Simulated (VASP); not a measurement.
Given:

```yaml
crystal:
  lattice:
    - [0.00000, 2.81146, 2.81146]
    - [2.81146, 0.00000, 2.81146]
    - [2.81146, 2.81146, 0.00000]
  atoms:
    - { symbol: Ta, position: [0.00000, 0.00000, 0.00000] }
    - { symbol: Te, position: [0.50000, 0.50000, 0.50000] }
```

Method: PBEsol GGA, VASP's PBE PAW potentials (set 64) (plane waves; VASP). Run with 400 eV cut-off, Gaussian smearing of 0.050 eV, potentials Ta_pv Te.

Task: Give the energies of bands 5 to 11 at the high-symmetry points, in eV from the Fermi level.

Result: 
```csv
band,Γ,X,U,L,W
5,-1.75,-6.22,-6.13,-8.05,-5.72
6,-1.75,-3.62,-5.95,-4.99,-5.62
7,-1.75,-3.62,-4.42,-4.99,-5.62
8,-1.59,-3.24,-1.70,0.35,-0.23
9,-1.59,-0.41,0.66,0.35,-0.11
10,-1.59,-0.16,0.79,0.49,-0.11
11,-1.07,1.12,1.18,1.88,1.12
```

It has no gap at this level: it comes out as a metal or semimetal.

The structure was generated: TaTe was put into the rock salt type (Fm-3m), which need not be its known phase. It was relaxed first, which changed the volume by -40 %. The electron count is odd and the run is not spin-polarised, which forces a metal. VASP warned that the highest band is occupied, so more bands are needed.
